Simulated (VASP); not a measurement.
Method: vdW-DF2, VASP's PBE PAW potentials (set 64) (plane waves; VASP).

VASP input:

File KPOINTS:
```
Automatic mesh
0
Gamma
11 11 6
0 0 0
```

### POSCAR
```
Cd
1.0
  1.6597902135  -2.8748413778   0.0000000000
  1.6597902135   2.8748413778   0.0000000000
  0.0000000000   0.0000000000   6.0933735859
Cd
2
Cartesian
  1.6597902135   0.9582823758   1.5233433965
  1.6597902135  -0.9582823758   4.5700301894
```

### INCAR
```
SYSTEM = Cd
PREC = Accurate
ENCUT = 520
EDIFF = 1E-6
NELM = 100
ALGO = Normal
LREAL = .FALSE.
LASPH = .TRUE.
ISMEAR = 1
SIGMA = 0.1
GGA = ML
ZAB_VDW = -1.8867
LUSE_VDW = .TRUE.
AGGAC = 0.0
LMAXMIX = 4
LWAVE = .FALSE.
LCHARG = .FALSE.
IBRION = 2
ISIF = 3
NSW = 60
EDIFFG = -0.01
```

POTCAR, in this order: Cd (PBE.64 set). Program: vasp_std.

What will the output report for the number of irreducible k-points (NKPTS), largest plane-wave count, number of space-group operations, FFT grid (NGX, NGY, NGZ)?

* **number of irreducible k-points (NKPTS)**: 64
* **largest plane-wave count**: 1606
* **number of space-group operations**: 24
* **FFT grid (NGX, NGY, NGZ)**: 28 × 28 × 48

The compound is Cd in the hcp structure. This run relaxes it. Symmetry was kept, so distortions that lower it aren't found. The start is the result of an earlier pass.
